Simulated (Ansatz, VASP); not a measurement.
## B3C: VASP beside Ansatz

```xyz
8
Lattice="3.7166 0.0000 0.0000 0.0000 3.7166 0.0000 0.0000 0.0000 3.7166" Properties=species:S:1:pos:R:3 pbc="T T T"
B     0.9291    1.8583    0.0000
B     2.7874    1.8583    0.0000
B     0.0000    0.9291    1.8583
B     0.0000    2.7874    1.8583
B     1.8583    0.0000    0.9291
B     1.8583    0.0000    2.7874
C     0.0000    0.0000    0.0000
C     1.8583    1.8583    1.8583
```

Alike in both runs: functional PBE; k mesh 6 × 6 × 6; occupations gaussian, width 0.1 eV; no spin polarisation.

Ansatz relaxed the structure, and its values are those at the end. VASP's run is a single point on that final structure, the one shown.

```csv
,VASP,Ansatz
version,VASP 6.6.1,Ansatz 0.2.0
potentials or method,"VASP PAW PBE potentials, release 64 (B, C)","scalar-relativistic, plane waves, PAW"
plane-wave cutoff (eV),520,420
valence electrons in the cell,26,26
```

```csv
,VASP,Ansatz,Ansatz less VASP
gap on the k mesh at the Fermi level (eV),none,none,-
pressure (GPa),0.0,0.0,+0.02
```

A gap of «none» marks a metal or a gap that the smearing closes.
